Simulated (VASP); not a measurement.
MgTe (zinc blende), at 1.04 of the tabulated volume:

```xyz
2
Lattice="0.0000 3.2522 3.2522 3.2522 0.0000 3.2522 3.2522 3.2522 0.0000" Properties=species:S:1:pos:R:3 pbc="T T T"
Mg     0.0000     0.0000     0.0000
Te     1.6261     1.6261     1.6261
```

The lowest empty band near Γ, direction [110], from mBJ (TB09) with spin-orbit coupling in VASP (PAW); its two spin partners are averaged. The gap over the points computed is 3.13 eV, and the next band on that side lies 2.58 eV away at the edge.

Run with 400 eV cut-off, 8×8×8 Γ-centred mesh, Gaussian smearing of 0.050 eV, potentials Mg Te.

```csv
distance from the edge in k (1/Å),distance in energy (meV)
0.018,5.5
0.025,10.6
0.035,20.7
0.050,41.7
0.070,80.3
```

Fit E(1 + αE) = ħ²k²/2m* (ħ²/2m0 = 3.810 eV Å²) and predict the row at 0.095 1/Å.

Least squares on the energies gives the electron mass m* = 0.224 m0 and α = 0.50 per eV, and so 143.6 meV. The run gave 143.7 meV, +0.1 meV from the fit.

Left out are points under 3 meV from the edge, since the levels carry 0.1 meV, and points farther than half the way to the next band.

The compound is MgTe in the zinc blende structure, whereas wurtzite is the usual form. The cell was not relaxed at this level.
